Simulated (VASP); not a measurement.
**Rb: energy against volume**

Rb (bcc, Im-3m, 86.632 Å³/atom and stress up to 0.01 GPa in the relaxed cell, cube axes along x, y and z) under an equal strain ε along all three axes. PBEsol in VASP (plane waves, PAW), 480 eV, 12×12×12 Γ-centred mesh, Methfessel-Paxton smearing 0.10 eV.

Here V stands for volume and E for E less E0.

```
volume (Å³/atom)  E less E0 (meV/atom)  pressure (GPa)
----------------  --------------------  --------------
81.5369                           2.86            0.19
82.7913                           1.55            0.13
84.0585                           0.65            0.08
85.3385                           0.14            0.03
86.6315                           0.00           -0.01
87.9375                           0.22           -0.05
89.2565                           0.78           -0.09
90.5887                           1.67           -0.13
91.9340                           2.88           -0.17
94.6646                              ?               ?
```

The 9 complete rows are fitted with the third-order Birch-Murnaghan form, a cubic in V^(-2/3), E against V. With u = V^(-2/3) - 0.0511, the rows have u = 0.0020819, 0.0015434, 0.0010129, 0.0004905, -0.0000241, -0.0005311, -0.0010305, -0.0015226, -0.0020074. Least squares gives E = -0.002 - 50.1·u + 687046·u² - 1410857·u³. Residuals (row less fit): 0.001, -0.002, -0.001, 0.001, 0.000, 0.001, -0.001, -0.002, 0.001; standard error 0.002 (degrees of freedom: 5). Its minimum lies at u = 0.0000365, so V0 = (0.0511365)^(-3/2) = 86.48. There d²E/du² = 1374000 and d³E/du³ = -8465000, so B0 = (4/9) × 86.48^(-7/3) × 1374000 × 0.160218 = 2.96 GPa (the last factor turns the table's units into GPa), and B0' = 4 + (2/3) × 0.0511365 × (-8465000)/1374000 = 3.8. B0' rests on the cubic coefficient alone and has a standard error of 0.1 from these residuals.

Q: Estimate the missing E (V = 94.6646); what did the run itself give?

A: u = -0.0029561, so E = -0.002 - 50.1 × (-0.0029561) + 687046 × (-0.0029561)² - 1410857 × (-0.0029561)³ = 6.186 meV/atom. The calculation gives 6.19 meV/atom, which the fit meets to the printed digits. The row lies outside the fitted rows, so this is an extrapolation. The scatter of the fitted rows lies at the last printed digit.

In a metal these values are sensitive to mesh and smearing; energies are taken to zero smearing, stresses follow the free energy. Other structures, which can take over under pressure, weren't tried. The same form fitted to the pressure column gives B0' = 3.8; series where the two differ by over 0.4 aren't shown. Rows are the converged runs of the series near zero and its far end, less any whose ions stayed unrelaxed beside relaxed ones; series whose fitted rows scatter by over a few per cent of the range, as at a crossing or softening among them, aren't shown in this form.
